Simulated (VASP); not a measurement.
These are MS2 meta-GGA, VASP's PBE PAW potentials (set 64) (plane waves; VASP) values and carry that method's errors.

A VASP calculation is set up with these files.

**INCAR**
```
# general
SYSTEM =BAs
PREC   =Accurate
ENCUT  =520
LREAL  =.FALSE.
LASPH  =.TRUE.

# electronic loop
EDIFF  =1E-7
NELM   =100
ALGO   =Normal
LMAXMIX=4
LMIXTAU=.TRUE.

# smearing
ISMEAR =0
SIGMA  =0.05

# functional
METAGGA=MS2

# ions
ISIF   =2

# output
LWAVE  =.FALSE.
LCHARG =.FALSE.
```

File POSCAR:
```
BAs
1
    0.0000000000     2.4349769331     2.4349769331
    2.4349769331     0.0000000000     2.4349769331
    2.4349769331     2.4349769331     0.0000000000
B As
1 1
Direct
  0.0000000000   0.0000000000   0.0000000000
  0.2500000000   0.2500000000   0.2500000000
```

KPOINTS:
```
Automatic mesh
0
Gamma
10 10 10
0 0 0
```

POTCAR, in this order: B As (PBE.64 set). Program: vasp_std.

What VASP printed:

**OSZICAR**
```
       N       E                     dE             d eps       ncg     rms          rms(c)
DAV:   1     0.248907074343E+00    0.24891E+00   -0.34879E+03   752   0.816E+02
DAV:   2    -0.217193993790E+02   -0.21968E+02   -0.21120E+02  1160   0.982E+01
DAV:   3    -0.219632626192E+02   -0.24386E+00   -0.24386E+00   816   0.146E+01
DAV:   4    -0.219634589380E+02   -0.19632E-03   -0.19632E-03  1160   0.444E-01
DAV:   5    -0.219634589709E+02   -0.32962E-07   -0.32962E-07   824   0.359E-03    0.531E+00
DAV:   6    -0.139996120815E+02    0.79638E+01   -0.41472E+00   816   0.144E+01    0.234E+00
DAV:   7    -0.140541900206E+02   -0.54578E-01   -0.26394E-01   880   0.571E+00    0.124E+00
DAV:   8    -0.141655832088E+02   -0.11139E+00   -0.38894E-01   936   0.570E+00    0.493E-01
DAV:   9    -0.141606040372E+02    0.49792E-02   -0.17832E-02   808   0.148E+00    0.313E-01
DAV:  10    -0.141684805457E+02   -0.78765E-02   -0.87550E-02   752   0.394E+00    0.148E-01
DAV:  11    -0.141689107826E+02   -0.43024E-03   -0.24624E-02   752   0.251E+00    0.115E-01
DAV:  12    -0.141688892992E+02    0.21483E-04   -0.26418E-03   752   0.575E-01    0.611E-02
DAV:  13    -0.141688498735E+02    0.39426E-04   -0.11670E-03   768   0.454E-01    0.157E-02
DAV:  14    -0.141687806918E+02    0.69182E-04   -0.14793E-04   816   0.145E-01    0.856E-03
DAV:  15    -0.141688226618E+02   -0.41970E-04   -0.15598E-05   880   0.548E-02    0.357E-03
DAV:  16    -0.141688086005E+02    0.14061E-04   -0.49386E-06   784   0.322E-02    0.988E-04
DAV:  17    -0.141688136661E+02   -0.50657E-05   -0.96527E-07   752   0.156E-02    0.363E-04
DAV:  18    -0.141688124681E+02    0.11980E-05   -0.12493E-07   816   0.574E-03    0.269E-04
DAV:  19    -0.141688134877E+02   -0.10196E-05   -0.31507E-08   400   0.256E-03    0.101E-04
DAV:  20    -0.141688131514E+02    0.33632E-06   -0.51501E-09   376   0.830E-04    0.236E-05
DAV:  21    -0.141688132072E+02   -0.55805E-07   -0.16349E-09   376   0.566E-04
   1 F= -.14168813E+02 E0= -.14168813E+02  d E =-.350266E-13
```

**OUTCAR**
```
------------------------ aborting loop because EDIFF is reached ----------------------------------------
  FORCE on cell =-STRESS in cart. coord.  units (eV):
  Direction    XX          YY          ZZ          XY          YZ          ZX
  --------------------------------------------------------------------------------------
  Total       -1.3772933     -1.3772933     -1.3772933      0.0000000      0.0000000      0.0000000
  in kB      -76.4227135    -76.4227135    -76.4227135      0.0000000      0.0000000      0.0000000
  external PRESSURE =     -76.4227135 kB  Pullay stress =       0.0000000 kB
  volume of cell :       28.87
      direct lattice vectors                 reciprocal lattice vectors
     0.000000000  2.434976933  2.434976933    -0.205340754  0.205340754  0.205340754
     2.434976933  0.000000000  2.434976933     0.205340754 -0.205340754  0.205340754
     2.434976933  2.434976933  0.000000000     0.205340754  0.205340754 -0.205340754
  FREE ENERGIE OF THE ION-ELECTRON SYSTEM (eV)
  ---------------------------------------------------
  free  energy   TOTEN  =       -14.1688132072 eV

  energy  without entropy=      -14.1688132072  energy(sigma->0) =      -14.16881321
```
(Selected blocks of OUTCAR.)

The compound is BAs in the zinc blende structure. This cell is one point of a volume scan, at 1.06 of the reference volume.
